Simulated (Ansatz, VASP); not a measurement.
## HPbNO4: VASP beside Ansatz

```xyz
14
Lattice="4.1204 -0.0008 -0.0112 0.0040 6.4272 0.0536 0.0279 3.2071 7.7499" Properties=species:S:1:pos:R:3 pbc="T T T"
H     3.6789    2.9299    3.8164
H     1.6596    6.6247    4.0229
Pb    1.6936    4.2735    5.4952
Pb    3.7117    5.3503    2.2759
N     2.5669    1.8948    1.6078
N     0.5906    7.7267    6.1824
O     3.7050    3.8386    4.2074
O     2.2112    3.1510    1.4937
O     2.1824    1.0840    0.8264
O     3.4314    1.6364    2.5504
O     1.6114    5.7443    3.5537
O     0.1828    6.5053    6.2482
O     0.1633    8.6355    6.9795
O     1.4007    8.0115    5.2271
```

Change from the starting cell: atoms moved at random, drawn with an rms of 0.05 Å.

Alike in both runs: task single point; functional PBE; k mesh 7 × 5 × 4; occupations fermi-dirac, width 0.05 eV; no spin polarisation.

```csv
,VASP,Ansatz
version,VASP 6.6.1,Ansatz 0.2.0
potentials or method,"VASP PAW PBE potentials, release 64 (H, Pb_d, N, O)",Ansatz PAW
plane-wave cutoff (eV),520,420
valence electrons in the cell,88,88
```

Ansatz gave:

| Property | Result |
| --- | --- |
| gap on the k mesh at the Fermi level (eV) | 3.00 |
| least direct gap on the mesh (eV) | 3.05 |
| pressure (GPa) | -1.2 |
| largest component of the traceless stress (GPa) | 1.12 |
| rms of the force components (eV/Å) | 1.081 |

Question: Estimate VASP's values.

Answer: gap on the k mesh at the Fermi level (eV): 2.97; least direct gap on the mesh (eV): 3.03; pressure (GPa): -0.6; largest component of the traceless stress (GPa): 1.02; rms of the force components (eV/Å): 1.169.

Atom by atom the forces differ by 0.189 eV/Å (rms over components).

Caveats: spin-orbit coupling is left out, which as a rule narrows the gap of such compounds by several tenths of an eV; the standard files for N, O and F lose accuracy on very short bonds (VASP); an odd mesh through Γ misses points on the zone boundary, where band edges often lie (VASP); odd divisions of the mesh miss points on the zone boundary, where band edges often lie, so the gap on the mesh can be too wide (Ansatz); the pressure holds a Pulay correction of +0.6 GPa for the finite cutoff (Ansatz).
